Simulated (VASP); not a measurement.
Crystal: Be3Se2O.

```
CELL_PARAMETERS angstrom
3.39281 0.00000 0.00000
0.00000 3.39281 0.00000
0.00000 0.00000 7.48487
ATOMIC_POSITIONS crystal
Be 0.50000 0.00000 0.38377
Be 0.00000 0.50000 0.61623
Be 0.00000 0.00000 0.00000
Se 0.50000 0.00000 0.73919
Se 0.00000 0.50000 0.26081
O 0.50000 0.50000 0.00000
```

The cell was built by a generator and needn't be a form met in nature.

```yaml
Program: VASP 6.6.1
Task: relaxation of cell and atoms
Functional: PBE
Potentials_or_basis: VASP PAW PBE potentials, release 64 (Be, Se, O)
Cutoff: 520 eV
k_mesh: 4 × 4 × 2
Occupations: gaussian, width 0.15 eV
Spin: no spin polarisation
```

At the start: pressure -9.2 GPa; volume 14.36 Å³/atom.

Problem. How do energy, volume and symmetry change on relaxing?

Solution. Over 16 steps the energy falls by 475.5 meV/atom; space group P-4m2 (No. 115, to 0.05 Å).

The path:
| step | energy change (eV) | largest force (eV/Å) | pressure (GPa) | volume (Å³) |
| --- | --- | --- | --- | --- |
| 1 | 0.0000 | 2.4424 | -9.18 | 86.16 |
| 2 | -1.1166 | 2.2778 | -0.57 | 76.24 |
| 3 | -1.4102 | 1.8010 | 7.86 | 70.62 |
| 4 | -1.4154 | 1.5785 | 11.41 | 68.95 |
| 5 | -2.0352 | 0.6557 | 12.10 | 70.62 |
| 6 | -2.1409 | 1.0811 | 15.33 | 71.96 |
| 7 | -2.6775 | 0.4820 | -2.00 | 86.16 |
| 8 | -2.6799 | 0.4888 | -1.27 | 85.22 |
| 9 | -2.7512 | 0.4931 | -1.00 | 85.43 |
| 10 | -2.7942 | 0.4649 | -0.32 | 85.63 |
| 11 | -2.7966 | 0.4489 | -0.17 | 85.67 |
| 12 | -2.8340 | 0.2743 | 0.16 | 85.57 |
| 13 | -2.8483 | 0.1121 | 1.00 | 85.41 |
| 14 | -2.8508 | 0.0385 | 0.73 | 85.45 |
| 15 | -2.8514 | 0.0891 | -0.65 | 86.75 |
| 16 | -2.8528 | 0.0708 | -0.13 | 86.16 |

Final structure:
```
Be Se O
1.0
     3.03701    0.00000    0.00000
     0.00000    3.03701    0.00000
     0.00000    0.00000    9.34122
Be Se O
3 2 1
Direct
  0.50000 0.00000 0.42115
  0.00000 0.50000 0.57885
  0.00000 0.00000 0.00000
  0.50000 0.00000 0.66467
  0.00000 0.50000 0.33533
  0.50000 0.50000 0.00000
```

Caveat: the k mesh is coarse (spacing up to 0.46 Å⁻¹), so the values aren't converged; this functional lacks dispersion, which binds the layers, so the pressure and a relaxed spacing across them are unreliable.
